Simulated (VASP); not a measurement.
Input:

```xyz
5
Lattice="3.9205 0.0000 0.0000 0.0000 3.9205 0.0000 0.0000 0.0000 3.9205" Properties=species:S:1:pos:R:3 pbc="T T T"
K      0.0000     0.0000     0.0000
Ta     1.9603     1.9603     1.9603
O      1.9603     0.0000     1.9603
O      0.0000     1.9603     1.9603
O      1.9603     1.9603     0.0000
```

All values below come from LDA (Ceperley-Alder, Perdew-Zunger), VASP's LDA PAW potentials (set 64) (plane waves; VASP). Settings: 520 eV cut-off, 6×6×6 Γ-centred mesh, Gaussian smearing of 0.050 eV, potentials K_sv Ta_pv O.

Question: Give the stress tensor in GPa (positive for a compressed cell).

Answer: 
```
7.01  0.00  0.00
0.00  7.01  0.00
0.00  0.00  7.01
```
The pressure is its mean diagonal, 7.01 GPa.

The compound is KTaO3 in the cubic perovskite structure. This cell is one point of a volume scan, at 0.97 of the reference volume.
